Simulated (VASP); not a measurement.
Method: PBEsol GGA, VASP's PBE PAW potentials (set 64) (plane waves; VASP).

A VASP calculation is set up with these files.

POSCAR:
```
Be3ZnSe4
1
   -0.0053296545     5.2610300955     5.2786812317
    5.2610300955    -0.0053296545     5.2786812317
    2.6278502205     2.6278502205     0.0000000000
Zn Se Be
1 4 3
Direct
  0.9984520644   0.9984520644   0.0030958711
  0.1386450890   0.1386450890   0.2227098220
  0.1312402283   0.6064399692   0.2623198025
  0.6064399692   0.1312402283   0.2623198025
  0.6249331614   0.6249331614   0.2501336774
  0.0000426604   0.5003686936   0.9995886461
  0.5003686936   0.0000426604   0.9995886461
  0.4998781339   0.4998781339   0.0002437323
```

INCAR:
```
# general
SYSTEM  = Be3ZnSe4
PREC    = Accurate
ENCUT   = 400   # plane-wave cut-off (eV)
LREAL   = F
LASPH   = T   # aspherical one-centre terms
ICHARG  = 11

# electronic loop
EDIFF   = 1E-7   # SCF stop (eV)
NELM    = 100
ALGO    = Normal   # blocked Davidson
LMAXMIX = 4   # l cut-off of mixed one-centre charges

# smearing
ISMEAR  = 0   # Gaussian
SIGMA   = 0.05   # width (eV)

# functional
GGA     = PS   # PBEsol

# output
LWAVE   = F
LCHARG  = F
LORBIT  = 11   # lm-projected
```

File KPOINTS:
```
k-points along high-symmetry lines
8
Line-mode
Reciprocal
  0.000000   0.000000   0.000000 ! GAMMA
 -0.500000  -0.500000   0.000000 ! Y

 -0.500000  -0.500000   0.000000 ! Y
 -0.625000  -0.375000   0.000000 ! C_0

 -0.375000   0.375000   0.000000 ! SIGMA_0
  0.000000   0.000000   0.000000 ! GAMMA

  0.000000   0.000000   0.000000 ! GAMMA
  0.500000   0.500000   0.500000 ! Z

  0.500000   0.500000   0.500000 ! Z
  0.125000   0.875000   0.500000 ! A_0

 -0.125000   0.125000   0.500000 ! E_0
  0.000000   0.000000   0.500000 ! T

  0.000000   0.000000   0.500000 ! T
 -0.500000  -0.500000   0.000000 ! Y

  0.000000   0.000000   0.000000 ! GAMMA
 -0.500000   0.000000   0.000000 ! S

 -0.500000   0.000000   0.000000 ! S
  0.000000   0.500000   0.500000 ! R

  0.000000   0.500000   0.500000 ! R
  0.500000   0.500000   0.500000 ! Z

  0.500000   0.500000   0.500000 ! Z
  0.000000   0.000000   0.500000 ! T
```

POTCAR, in this order: Zn Se Be (PBE.64 set). Program: vasp_std. Read from the step before: CHGCAR.

The run wrote:

File OUTCAR:
```
 ion  position               nearest neighbor table
   1  0.998  0.998  0.003-   2 2.38   2 2.38   4 2.39   3 2.39
   2  0.139  0.139  0.223-   6 2.20   7 2.20   1 2.38   1 2.38
   3  0.131  0.606  0.262-   6 2.24   6 2.24   8 2.25   1 2.39
   4  0.606  0.131  0.262-   7 2.24   7 2.24   8 2.25   1 2.39
   5  0.625  0.625  0.250-   8 2.28   8 2.28   7 2.28   6 2.28
   6  0.000  0.500  1.000-   2 2.20   3 2.24   3 2.24   5 2.28
   7  0.500  0.000  1.000-   2 2.20   4 2.24   4 2.24   5 2.28
   8  0.500  0.500  0.000-   3 2.25   4 2.25   5 2.28   5 2.28
  LATTYP: Found a base centered orthorhombic cell.
 ALAT       =     7.4477573828
 B/A-ratio  =     1.4175223387
 C/A-ratio  =     0.4989879813
 Subroutine PRICEL returns:
 Original cell was already a primitive cell.
 Subroutine GETGRP returns: Found  4 space group operations
The static configuration has the point symmetry C_2v.
The dynamic configuration has the point symmetry C_2v.
 Subroutine INISYM returns: Found  4 space group operations
   k-points           NKPTS =     88   k-points in BZ     NKDIM =     88   number of bands    NBANDS=     26
   number of dos      NEDOS =    301   number of ions     NIONS =      8
   total plane-waves  NPLWV =  60000
   dimension x,y,z NGX =    50 NGY =   50 NGZ =   24
   dimension x,y,z NGXF=   100 NGYF=  100 NGZF=   48
   ions per type =               1   4   3
...
```

OSZICAR:
```
       N       E                     dE             d eps       ncg     rms          rms(c)
DAV:   1     0.223675238053E+03    0.22368E+03   -0.15841E+04  4576   0.125E+03
DAV:   2    -0.101448413873E+02   -0.23382E+03   -0.22782E+03  5362   0.276E+02
DAV:   3    -0.331968210558E+02   -0.23052E+02   -0.22787E+02  5502   0.932E+01
DAV:   4    -0.336621952454E+02   -0.46537E+00   -0.46454E+00  5916   0.136E+01
DAV:   5    -0.336667918020E+02   -0.45966E-02   -0.45908E-02  5974   0.128E+00
DAV:   6    -0.336668760753E+02   -0.84273E-04   -0.84206E-04  5920   0.149E-01
DAV:   7    -0.336668787490E+02   -0.26736E-05   -0.26729E-05  5964   0.204E-02
DAV:   8    -0.336668788641E+02   -0.11512E-06   -0.11498E-06  5018   0.320E-03
DAV:   9    -0.336668788694E+02   -0.52642E-08   -0.54175E-08  4682   0.750E-04
   1 F= -.33666879E+02 E0= -.33666879E+02  d E =-.566984E-15
```

### OUTCAR
```
 val. band max:        3.0616467385   @ k =   0.0000   0.0000   0.0000

 cond. band min:       5.3222094429   @ k =   0.0000   0.0000   0.5000



 k-point     1 :       0.0000    0.0000    0.0000
  band No.  band energies     occupation
      1     -10.8994      2.00000
      2      -9.6820      2.00000
      3      -9.6682      2.00000
      4      -9.2596      2.00000
      5      -3.5544      2.00000
      6      -3.5134      2.00000
      7      -3.4194      2.00000
      8      -3.3737      2.00000
      9      -3.2812      2.00000
     10      -2.9749      2.00000
     11      -2.7190      2.00000
     12      -2.1360      2.00000
     13       0.2046      2.00000
     14       0.2162      2.00000
     15       1.5313      2.00000
     16       1.7282      2.00000
     17       1.7371      2.00000
     18       1.9551      2.00000
     19       2.8491      2.00000
     20       2.8896      2.00000
     21       3.0616      2.00000
     22       5.3755      0.00000
     23       5.9619      0.00000
     24       6.4754      0.00000
     25       6.7359      0.00000
     26       6.8936      0.00000

 k-point     2 :      -0.0714   -0.0714    0.0000
  band No.  band energies     occupation
      1     -10.8840      2.00000
      2      -9.6841      2.00000
      3      -9.6719      2.00000
      4      -9.2857      2.00000
      5      -3.5550      2.00000
      6      -3.5272      2.00000
      7      -3.4312      2.00000
      8      -3.3747      2.00000
      9      -3.2814      2.00000
     10      -2.9259      2.00000
     11      -2.6735      2.00000
     12      -2.0843      2.00000
     13       0.2258      2.00000
     14       0.2373      2.00000
     15       1.5290      2.00000
     16       1.6419      2.00000
     17       1.6439      2.00000
     18       1.9432      2.00000
     19       2.7165      2.00000
     20       2.8397      2.00000
     21       3.0152      2.00000
     22       5.3969      0.00000
     23       6.1043      0.00000
...
```

The density is held fixed in this step, so its total energy and stress have no physical meaning.

The structure was generated: Be3ZnSe4 was put into an ordered model structure (Amm2), which need not be its known phase. It was relaxed first.
